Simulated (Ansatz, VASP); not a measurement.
# PtF2: VASP beside Ansatz

```
Pt F
1.0
     2.95724   -3.43226    0.00000
     2.95724    3.43226    0.00000
     0.00000    0.00000    3.11201
Pt F
1 2
Direct
  0.50000 0.50000 0.50000
  0.71785 0.71785 0.00000
  0.28215 0.28215 0.00000
```

Alike in both runs: task single point; functional PBEsol; k mesh 6 × 6 × 10; occupations gaussian, width 0.02 eV; no spin polarisation.

|  | VASP | Ansatz |
| --- | --- | --- |
| version | VASP 6.6.1 | Ansatz 0.2.0 |
| potentials or method | VASP PAW PBE potentials, release 64 (Pt, F) | scalar-relativistic, plane waves, PAW |
| plane-wave cutoff (eV) | 520 | 420 |
| valence electrons in the cell | 24 | 32 |

|  | VASP | Ansatz | Ansatz less VASP |
| --- | --- | --- | --- |
| gap on the k mesh at the Fermi level (eV) | 1.09 | 1.19 | +0.108 |
| least direct gap on the mesh (eV) | 1.20 | 1.33 | +0.129 |
| pressure (GPa) | -2.8 | -3.1 | -0.31 |
| largest component of the traceless stress (GPa) | 2.25 | 2.85 | +0.596 |
| rms of the force components (eV/Å) | 0.181 | 0.231 | +0.0497 |

Atom by atom the forces differ by 0.050 eV/Å (rms over components). The two sets of potentials don't hold the same shells in valence.

Caveats: the PAW data sets were made with another functional, which shifts forces and pressure a little (VASP); spin-orbit coupling is left out, which moves the levels of the heavy elements. A k mesh can miss the band edges.
